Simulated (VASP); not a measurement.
An input for Ansatz (written as the equivalent of a VASP run, and not itself run):

Ansatz 0.2 input:
```yaml
crystal:
  lattice:
    - [3.9002907, 0.0000000, 0.0000000]
    - [0.0000000, 3.9002907, 0.0000000]
    - [0.0000000, 0.0000000, 3.9045461]
  atoms:
    - { symbol: Ba, position: [0.0000000, 1.0000000, 0.9936974] }
    - { symbol: Ti, position: [0.5000000, 0.5000000, 0.4968076] }
    - { symbol: O, position: [0.5000000, 0.5000000, 0.9907062] }
    - { symbol: O, position: [0.0000000, 0.5000000, 0.4913944] }
    - { symbol: O, position: [0.5000000, 0.0000000, 0.4913944] }
kpoints:
  mp_grid: { grid: [6, 6, 6] }
hamiltonian:
  xc: pbe
  pseudopotentials: { kind: paw }
scf:
  occupations: { method: gaussian, width: 0.05 }
  max_iter: 100
relax:
  max_steps: 40
  f_tol: 0.02
  cell: { p_target: 20 }
output: { forces: true, stress: true, eigenvalues: true }
```

Question: Write the VASP files for the same calculation (PBE).

Answer: This is not unique; one that fits is 
**INCAR**
```
EDIFF = 1E-6
ISMEAR = 0   # Gaussian
SIGMA = 0.05
SYSTEM = BaTiO3
LWAVE = .FALSE.
LMAXMIX = 4   # l cut-off of mixed one-centre charges
ALGO = Normal   # blocked Davidson
EDIFFG = -0.02   # ionic stop
IBRION = 2
PREC = Accurate
LASPH = .TRUE.
GGA = PE   # PBE
LREAL = .FALSE.   # projection in real space or not
LCHARG = .FALSE.
NELM = 100   # most electronic steps
ENCUT = 620   # plane-wave cut-off (eV)
ISIF = 3
PSTRESS = 200   # kbar
NSW = 40
```

**POSCAR**
```
BaTiO3
1.0
  3.9002906887   0.0000000000   0.0000000000
  0.0000000000   3.9002906887   0.0000000000
  0.0000000000   0.0000000000   3.9045460569
Ba Ti O
1 1 3
direct
  0.0000000000   1.0000000000   0.9936973537
  0.5000000000   0.5000000000   0.4968076129
  0.5000000000   0.5000000000   0.9907062202
  0.0000000000   0.5000000000   0.4913944066
  0.5000000000   0.0000000000   0.4913944066
```

KPOINTS:
```
Automatic mesh
0
Gamma
6 6 6
0 0 0
```

POTCAR, in this order: Ba_sv Ti_sv O (PBE.64 set). Program: vasp_std.

Limits of the translation: each code has its own PAW files, so the cut-off isn't converted (ENCUT is set for VASP's; basis.ecutwfc is left out, and Ansatz then takes the one that its files recommend); Ansatz stops its SCF on the density residual and VASP on the energy change (EDIFF).

The compound is BaTiO3 in the tetragonal perovskite structure. It was relaxed first under an external pressure of 20 GPa.
